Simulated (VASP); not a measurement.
```
CELL_PARAMETERS angstrom
      0.00000     2.94998     2.94998
      2.94998     0.00000     2.94998
      2.94998     2.94998     0.00000
ATOMIC_POSITIONS crystal
  Pb 0.00000 0.00000 0.00000
  S  0.50000 0.50000 0.50000
```

The numbers are results of PBEsol GGA, VASP's PBE PAW potentials (set 64) (plane waves; VASP 6.6.1), not measurements. Run with 500 eV cut-off, 8×8×8 Γ-centred mesh, Gaussian smearing of 0.050 eV, potentials Pb_d S.

Unless said otherwise, spin-orbit coupling is left out, though it shifts the bands of the heavy elements here.

Question: What does the run give for the energy per atom (σ→0), band gap (on the k-mesh) with the smallest direct gap where there is one?

Answer: 
```
Property                                     Result
-----------------------------------  --------------
band gap (on the k-mesh)                    0.19 eV
smallest direct gap (on the k-mesh)         0.19 eV
energy per atom (σ→0)                -4.729 eV/atom
```

Only differences to runs with the same potentials and settings are physical.

The compound is PbS in the rock salt structure. It was relaxed first.
